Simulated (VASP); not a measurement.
# CdS (Hawleyite) (F-43m) in VASP: G0W0 quasiparticle levels with PBE

Aim: the G0W0 quasiparticle levels of CdS (Hawleyite) with PBE.

All numbers are computed with VASP 6.6.1; they aren't measurements. Logs are shortened: lines on timing, memory, paths and dates and some standing lists are left out, and cuts for length are marked.

### 1 The structure

The structure is cubic, space group F-43m (No. 216). The conventional cell has a = 5.833 Å, b = 5.833 Å, c = 5.833 Å, α = 90.00°, β = 90.00°, γ = 90.00°. Cd (site symmetry -43m) is surrounded by 4 S at 2.53 Å. S (site symmetry -43m) has 4 Cd at 2.53 Å as nearest neighbours.

### 2 G0W0 quasiparticle levels, PBE

File POSCAR:

```
CdS
1.0
    0.0000000000      2.9165000000      2.9165000000
    2.9165000000      0.0000000000      2.9165000000
    2.9165000000      2.9165000000      0.0000000000
Cd S
1 1
Direct
    0.0000000000      0.0000000000      0.0000000000
    0.7500000000      0.7500000000      0.7500000000
```

File INCAR.step1:

```
SYSTEM = CdS
ALGO     = Normal         ! electronic algorithm
EDIFF    = 1E-8           ! SCF threshold, eV
ENCUT    = 450            ! plane-wave cutoff, eV
GGA      = PE             ! functional
ISMEAR   = 0              ! smearing method
LASPH    = .True.         ! aspherical terms in the spheres
LCHARG   = .False.        ! write CHGCAR
LREAL    = .False.        ! projectors in reciprocal space
LWAVE    = .True.         ! write WAVECAR
NELM     = 100            ! most SCF steps
PREC     = Accurate       ! precision mode
SIGMA    = 0.01           ! smearing width, eV
```

File INCAR.step2:

```
SYSTEM = CdS
ALGO     = Exact          ! electronic algorithm
EDIFF    = 1E-8           ! SCF threshold, eV
ENCUT    = 450            ! plane-wave cutoff, eV
GGA      = PE             ! functional
ISMEAR   = 0              ! smearing method
ISTART   = 1            
LASPH    = .True.         ! aspherical terms in the spheres
LCHARG   = .False.        ! write CHGCAR
LOPTICS  = .True.         ! frequency-dependent dielectric function
LREAL    = .False.        ! projectors in reciprocal space
LWAVE    = .True.         ! write WAVECAR
NBANDS   = 327            ! bands
NELM     = 1              ! most SCF steps
PREC     = Accurate       ! precision mode
SIGMA    = 0.01           ! smearing width, eV
```

File INCAR.step3:

```
SYSTEM = CdS
ALGO     = EVGW0          ! electronic algorithm
EDIFF    = 1E-8           ! SCF threshold, eV
ENCUT    = 450            ! plane-wave cutoff, eV
ENCUTGW  = 200            ! cutoff of the response function
GGA      = PE             ! functional
ISMEAR   = 0              ! smearing method
ISTART   = 1            
LASPH    = .True.         ! aspherical terms in the spheres
LCHARG   = .False.        ! write CHGCAR
LREAL    = .False.        ! projectors in reciprocal space
LWAVE    = .False.        ! write WAVECAR
NBANDS   = 327            ! bands
NBANDSGW = 17           
NELMGW   = 1            
NOMEGA   = 50             ! frequency points
PREC     = Accurate       ! precision mode
PRECFOCK = Fast         
SIGMA    = 0.01           ! smearing width, eV
```

File KPOINTS:

```
k-points
0
Gamma
  4 4 4
  0 0 0
```

Potentials or basis: VASP PAW PBE potentials, release 64 (Cd_GW, S_GW).

Started as:

```
cat potpaw_PBE.64/Cd_GW/POTCAR potpaw_PBE.64/S_GW/POTCAR > POTCAR
cp INCAR.step1 INCAR
mpirun -np 1 vasp_std > vasp.out
cp INCAR.step2 INCAR
mpirun -np 1 vasp_std > vasp.out
cp INCAR.step3 INCAR
mpirun -np 1 vasp_std > vasp.out
```

OUTCAR:

```text
SYSTEM = CdS
   EDIFF = 1E-8
   ENCUT = 450
   ENCUTGW = 200
   GGA = PE
   ISMEAR = 0
   ISTART = 1
   LASPH = .True.
   LREAL = .False.
   NELMGW = 1
   PREC = Accurate
   PRECFOCK = Fast

 ion  position               nearest neighbor table
   1  0.000  0.000  0.000-   2 2.53   2 2.53   2 2.53   2 2.53
   2  0.750  0.750  0.750-   1 2.53   1 2.53   1 2.53   1 2.53

  LATTYP: Found a face centered cubic cell.
 ALAT       =     5.8330000000

  Lattice vectors:

 A1 = (   0.0000000000,   2.9165000000,   2.9165000000)
 A2 = (   2.9165000000,   0.0000000000,   2.9165000000)
 A3 = (   2.9165000000,   2.9165000000,   0.0000000000)

Analysis of symmetry for initial positions (statically):
=====================================================================
 Subroutine PRICEL returns:
 Original cell was already a primitive cell.

 Routine SETGRP: Setting up the symmetry group for a
 face centered cubic supercell.

 Subroutine GETGRP returns: Found 24 space group operations
 (whereof 24 operations were pure point group operations)
 out of a pool of 48 trial point group operations.

The static configuration has the point symmetry T_d .

Analysis of symmetry for dynamics (positions and initial velocities):
=====================================================================
 Subroutine PRICEL returns:
 Original cell was already a primitive cell.

 Routine SETGRP: Setting up the symmetry group for a
 face centered cubic supercell.

 Subroutine GETGRP returns: Found 24 space group operations
 (whereof 24 operations were pure point group operations)
 out of a pool of 48 trial point group operations.

The dynamic configuration has the point symmetry T_d .

 Subroutine INISYM returns: Found 24 space group operations
 (whereof 24 operations are pure point group operations),
 and found     1 'primitive' translations

----------------------------------------------------------------------------------------

                                     Primitive cell

  volume of cell :      49.6153

  direct lattice vectors                    reciprocal lattice vectors
     0.000000000  2.916500000  2.916500000    -0.171438368  0.171438368  0.171438368
     2.916500000  0.000000000  2.916500000     0.171438368 -0.171438368  0.171438368
     2.916500000  2.916500000  0.000000000     0.171438368  0.171438368 -0.171438368

  length of vectors
     4.124553855  4.124553855  4.124553855     0.296939964  0.296939964  0.296939964

  position of ions in fractional coordinates (direct lattice)
     0.000000000  0.000000000  0.000000000
     0.750000000  0.750000000  0.750000000

  ion indices of the primitive-cell ions
   primitive index   ion index
                 1           1
                 2           2

----------------------------------------------------------------------------------------

 KPOINTS: k-points

Automatic generation of k-mesh.
 Grid dimensions read from file:
 generate k-points for:    4    4    4

 Generating k-lattice:

  Cartesian coordinates                     Fractional coordinates (reciprocal lattice)
    -0.042859592  0.042859592  0.042859592     0.250000000  0.000000000  0.000000000
     0.042859592 -0.042859592  0.042859592     0.000000000  0.250000000  0.000000000
     0.042859592  0.042859592 -0.042859592     0.000000000  0.000000000  0.250000000

  Length of vectors
     0.074234991  0.074234991  0.074234991

  Shift w.r.t. Gamma in fractional coordinates (k-lattice)
     0.000000000  0.000000000  0.000000000

 Subroutine IBZKPT returns following result:
 ===========================================

 Found      8 irreducible k-points:

 Following reciprocal coordinates:
            Coordinates               Weight
  0.000000  0.000000  0.000000      1.000000
  0.250000  0.000000  0.000000      8.000000
  0.500000  0.000000  0.000000      4.000000
  0.250000  0.250000  0.000000      6.000000
  0.500000  0.250000  0.000000     24.000000
 -0.250000  0.250000  0.000000     12.000000
  0.500000  0.500000  0.000000      3.000000
 -0.250000  0.500000  0.250000      6.000000
   k-points           NKPTS =      8   k-points in BZ     NKDIM =     64   number of bands    NBANDS=    327
   number of dos      NEDOS =    301   number of ions     NIONS =      2
   total plane-waves  NPLWV =  27000
   dimension x,y,z NGX =    30 NGY =   30 NGZ =   30
   dimension x,y,z NGXF=    60 NGYF=   60 NGZF=   60
   ions per type =               1   1
   NGX,Y,Z   is equivalent  to a cutoff of  12.09, 12.09, 12.09 a.u.
   NGXF,Y,Z  is equivalent  to a cutoff of  24.18, 24.18, 24.18 a.u.
 SYSTEM =  CdS
   PREC   = accura    normal or accurate (medium, high low for compatibility)
   ISTART =      1    job   : 0-new  1-cont  2-samecut
   ICHARG =      0    charge: 1-file 2-atom 10-const
   ISPIN  =      1    spin polarized calculation?
   LNONCOLLINEAR =      F non collinear calculations
   LSORBIT =      F    spin-orbit coupling
   LASPH  =      T    aspherical Exc in radial PAW
   ENCUT  =  450.0 eV  33.07 Ry    5.75 a.u.   7.13  7.13  7.13*2*pi/ulx,y,z
   NELM   =     60;   NELMIN=  2; NELMDL=  0     # of ELM steps
   EDIFF  = 0.1E-07   stopping-criterion for ELM
   LREAL  =      F    real-space projection
   EDIFFG = 0.1E-06   stopping-criterion for IOM
   NSW    =      0    number of steps for IOM
   IBRION =     -1    ionic relax: 0-MD 1-quasi-New 2-CG
   NFREE  =      0    steps in history (QN), initial steepest desc. (CG)
   ISIF   =      0    stress and relaxation
   ISYM   =      3    0-nonsym 1-usesym 2-fastsym
   POTIM  = 0.5000    time-step for ionic-motion
   TEBEG  =    0.0;   TEEND  =   0.0 temperature during run
   PSTRESS=    0.0 pullay stress
   NELECT =      18.0000    total number of electrons
   NUPDOWN=      -1.0000    fix difference up-down
   EMIN   =  10.00;   EMAX   =-10.00  energy-range for DOS
   EFERMI =   0.00;   METHOD = LEGACY
   ISMEAR =     0;   SIGMA  =   0.01  broadening in eV -4-tet -1-fermi 0-gaus
   EFERMI_NEDOS =   21; number of points for ismear=-14 and -15
   IALGO  =     38    algorithm
   IMIX   =      4    mixing-type and parameters
     AMIX     =   0.40;   BMIX     =  1.00
     AMIX_MAG =   1.60;   BMIX_MAG =  1.00
  volume/ion in A,a.u.               =      24.81       167.41
  Fermi-wavevector in a.u.,A,eV,Ry     =   1.167599  2.206442 18.548649  1.363287
  Thomas-Fermi vector in A             =   2.304097
   LORBIT       =      0    0 simple, 1 ext, 2 COOP (PROOUT), +10 PAW based schemes
   GGA     = PE    functional components
   LHFCALC =     T    Hartree Fock is set to
   PRECFOCK=fast      Normal, Fast or Accurate (Low or Medium for compatibility)
   ENCUT4O =  -1.0   cutoff for four orbital integrals eV
   NKREDX  =     1    reduce k-point grid by
   NKREDY  =     1    reduce k-point grid by
   NKREDZ  =     1    reduce k-point grid by
   AEXX    =    1.0000 exact exchange contribution
   HFSCREEN=    0.0000 screening length (either q_TF or 0.3 A-1)
   HFSCREENC=   0.0000 screening length for correlation (either q_TF or 0.3 A-1)
   ENCUTFOCK=  -1.0 apply spherical cutoff to Coloumb kernel
   IVDW    =     0    specifies the selected vdW correction
   LEPSILON=     F    determine dielectric tensor
   LRPA    =     F    only Hartree local field effects (RPA)
   LRPAFORCE           =     F    calculate RPA forces
   ENCUTGW             = 200.0    cutoff for response function in eV
   ENCUTGWSOFT         = 160.0    soft cutoff for Coulomb kernel in GW response function in eV
   ENCUTLF             =  -1.0    cutoff for local field effects
   NELMGW              =     1    number of iterations in solving QP/BSE equation
   NELMHF              =     1    number of iterations in the inner HF iteration
   NKREDLFX            =     1    NKREDLFY  =   1   NKREDLFZ  =   1
 non-spin polarized calculation
 Gauss-broadening in eV      SIGMA  =   0.01
  energy-cutoff  :      450.00
  volume of cell :       49.62
 maximum number of plane-waves:      1090
 NGX is ok and might be reduce to    30
  NGX = 16; NGY = 16; NGZ = 16
   NGX = 15   NGY = 15   NGZ = 15
 maximum number of plane-waves:       332

 QP shifts <psi_nk| G(iteration)W_0 |psi_nk>: iteration 1
 for sc-GW calculations column KS-energies equals QP-energies in previous step
 and V_xc(KS)=  KS-energies - (<T + V_ion + V_H > + <T+V_H+V_ion>^1  + <V_x>^1)

 k-point   1 :       0.0000    0.0000    0.0000
  band No.  KS-energies  QP-energies   sigma(KS)   V_xc(KS)     V^pw_x(r,r')   Z            occupation Imag(sigma)

      1      -9.6917     -10.2357     -13.8992     -12.9992     -20.9181       0.6044       2.0000       0.9623
      2      -5.0717      -7.0033     -17.9500     -15.1661     -22.9052       0.6939       2.0000       0.2467
      3      -5.0717      -7.0033     -17.9500     -15.1661     -22.9052       0.6939       2.0000       0.2467
      4      -5.0717      -7.0033     -17.9500     -15.1661     -22.9052       0.6939       2.0000       0.2467
      5      -4.5942      -6.6619     -18.4310     -15.4979     -23.2327       0.7049       2.0000       0.2092
      6      -4.5942      -6.6619     -18.4310     -15.4979     -23.2327       0.7049       2.0000       0.2092
[... 9 lines left out ...]
     16      14.1053      13.9510      -8.1448      -7.9384      -2.4398       0.7476       0.0000      -0.3576
     17      15.9428      15.7765      -7.4707      -7.2490      -2.1294       0.7500       0.0000      -0.4494

 k-point   2 :       0.2500    0.0000    0.0000
  band No.  KS-energies  QP-energies   sigma(KS)   V_xc(KS)     V^pw_x(r,r')   Z            occupation Imag(sigma)

      1      -9.4777     -10.0642     -14.2108     -13.2678     -21.1351       0.6220       2.0000       0.9496
      2      -5.0006      -6.9442     -18.0229     -15.2264     -22.9659       0.6950       2.0000       0.2454
      3      -5.0006      -6.9442     -18.0229     -15.2264     -22.9659       0.6950       2.0000       0.2454
      4      -4.8251      -6.7307     -17.7272     -14.9981     -22.6046       0.6983       2.0000       0.2538
      5      -4.5899      -6.6613     -18.4301     -15.4992     -23.2384       0.7068       2.0000       0.2109
      6      -4.5899      -6.6613     -18.4301     -15.4992     -23.2384       0.7068       2.0000       0.2109
[... 9 lines left out ...]
     16      13.9631      13.7398      -7.3293      -7.0338      -2.1371       0.7558       0.0000      -0.3242
     17      17.6576      17.6473      -8.5769      -8.5633      -2.6621       0.7608       0.0000      -0.6079

 k-point   3 :       0.5000    0.0000    0.0000
  band No.  KS-energies  QP-energies   sigma(KS)   V_xc(KS)     V^pw_x(r,r')   Z            occupation Imag(sigma)
[... 85 lines left out ...]
      1      -9.1316      -9.7988     -14.7980     -13.7705     -21.5810       0.6494       2.0000       0.9080
      2      -4.8591      -6.8364     -17.7661     -14.9496     -22.5713       0.7020       2.0000       0.2303
      3      -4.7233      -6.7264     -18.3822     -15.5275     -23.2957       0.7017       2.0000       0.2431
      4      -4.7233      -6.7264     -18.3822     -15.5275     -23.2957       0.7017       2.0000       0.2431
      5      -4.5072      -6.5906     -18.5329     -15.5936     -23.3500       0.7088       2.0000       0.2114
      6      -4.1472      -6.0490     -18.0388     -15.3386     -22.8394       0.7044       2.0000       0.2408
[... 9 lines left out ...]
     16      15.9056      16.2311     -10.5344     -10.9736      -4.7268       0.7410       0.0000      -0.4466
     17      15.9056      16.2311     -10.5344     -10.9736      -4.7268       0.7410       0.0000      -0.4466

 k-point   8 :      -0.2500    0.5000    0.2500
  band No.  KS-energies  QP-energies   sigma(KS)   V_xc(KS)     V^pw_x(r,r')   Z            occupation Imag(sigma)

      1      -9.1333      -9.7941     -14.7916     -13.7698     -21.5832       0.6468       2.0000       0.9024
      2      -4.8403      -6.8112     -18.0146     -15.1999     -22.8893       0.7002       2.0000       0.2397
      3      -4.8199      -6.8284     -18.2610     -15.4021     -23.1747       0.7025       2.0000       0.2405
      4      -4.6329      -6.6884     -18.4231     -15.5105     -23.2695       0.7057       2.0000       0.2242
      5      -4.5867      -6.6420     -18.3643     -15.4524     -23.1770       0.7058       2.0000       0.2147
      6      -3.9616      -5.8754     -18.3811     -15.6649     -23.1889       0.7046       2.0000       0.2414
[... 9 lines left out ...]
     16      15.7605      16.1826     -11.1456     -11.7178      -5.1523       0.7375       0.0000      -0.4849
     17      15.9338      16.3006     -10.2499     -10.7476      -4.2922       0.7371       0.0000      -0.4661
```

Wall time 6.7 min (1 thread of Intel Xeon 6975P-C (Granite Rapids), shared host); peak memory 0.73 GiB.

What came out:

- Band gap on the k mesh, mean-field level: 1.13 eV, direct
- Quasiparticle gap: 1.97 eV
- Least direct quasiparticle gap: 1.97 eV

Caveat: the k mesh is coarse (spacing up to 0.47 Å⁻¹), so the values aren't converged; bands, screening cutoff and mesh are small and nothing is extrapolated, so the quasiparticle values aren't converged.
